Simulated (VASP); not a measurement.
Here is the system:

```yaml
crystal:
  lattice:
    - [4.18000, 2.09000, 2.09000]
    - [2.09000, 4.18000, 2.09000]
    - [2.09000, 2.09000, 4.18000]
  atoms:
    - { symbol: Ni, position: [0.00000, 0.00000, 0.00000], spin: 2.0 }
    - { symbol: Ni, position: [0.50000, 0.50000, 0.50000], spin: -2.0 }
    - { symbol: O, position: [0.25000, 0.25000, 0.25000] }
    - { symbol: O, position: [0.75000, 0.75000, 0.75000] }
```

Level of theory: PBE GGA, VASP's PBE PAW potentials (set 64) (plane waves; VASP). Run with 400 eV cut-off, 6×6×6 Γ-centred mesh, Fermi-Dirac smearing of 0.020 eV, potentials Ni O.

At this cut-off the stress carries a Pulay error, which pulls relaxed volumes low.

Question: Predict the cell moment, energy per atom (σ→0), pressure.

Answer: 
The cell moment is 0.00 μB. The energy per atom (σ→0) is -5.879 eV/atom and the pressure comes out as -4.42 GPa.

Question: Give the moment on each site (PAW-sphere projection).

Answer: 
```tsv
site	moment (μB)
Ni1	1.34
Ni2	-1.34
O3	0.00
O4	0.00
```

Total energies compare only between runs with the same potentials, cut-off and functional.

The structure is a typed NiO crystal (Fm-3m). The cell was not relaxed at this level.
